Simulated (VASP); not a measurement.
```xyz
4
Lattice="3.6896 0.0000 0.0000 0.0000 3.6896 0.0000 0.0000 0.0000 3.6896" Properties=species:S:1:pos:R:3 pbc="T T T"
Ni     0.0000     1.8448     1.8448
Ni     1.8448     0.0000     1.8448
Ni     1.8448     1.8448     0.0000
Sn     0.0000     0.0000     0.0000
```

Method: PBEsol GGA, VASP's PBE PAW potentials (set 64) (plane waves; VASP). Run with 300 eV cut-off, 9×9×9 Γ-centred mesh, Gaussian smearing of 0.14 eV, potentials Ni Sn_d.

### Question
Give the energies of bands 12 to 25 at the high-symmetry points, in eV from the Fermi level.

### Answer

```json
[
 {"band": "12", "Γ": "-2.83", "X": "-2.27", "M": "-2.34", "R": "-3.37"},
 {"band": "13", "Γ": "-1.26", "X": "-1.79", "M": "-2.34", "R": "-1.91"},
 {"band": "14", "Γ": "-1.26", "X": "-1.79", "M": "-1.70", "R": "-1.91"},
 {"band": "15", "Γ": "-1.26", "X": "-1.73", "M": "-1.70", "R": "-1.91"},
 {"band": "16", "Γ": "-0.55", "X": "-1.57", "M": "-1.37", "R": "-1.10"},
 {"band": "17", "Γ": "-0.55", "X": "-1.16", "M": "-1.21", "R": "-1.10"},
 {"band": "18", "Γ": "-0.55", "X": "-1.16", "M": "-1.21", "R": "-1.10"},
 {"band": "19", "Γ": "-0.51", "X": "-1.09", "M": "-1.08", "R": "-1.05"},
 {"band": "20", "Γ": "-0.51", "X": "-1.03", "M": "-1.01", "R": "-1.05"},
 {"band": "21", "Γ": "-0.32", "X": "-0.50", "M": "-0.81", "R": "-0.49"},
 {"band": "22", "Γ": "-0.01", "X": "-0.01", "M": "-0.75", "R": "-0.22"},
 {"band": "23", "Γ": "-0.01", "X": "3.91", "M": "0.54", "R": "-0.22"},
 {"band": "24", "Γ": "-0.01", "X": "3.91", "M": "0.54", "R": "-0.22"},
 {"band": "25", "Γ": "4.81", "X": "5.42", "M": "6.39", "R": "1.29"}
]
```

It has no gap at this level: it comes out as a metal or semimetal.

The structure comes from a computed database's Ni3Sn entry (Pm-3m); how it stands against other phases isn't given here. The cell was not relaxed at this level. The run is not spin-polarised, so no magnetic state was tried.
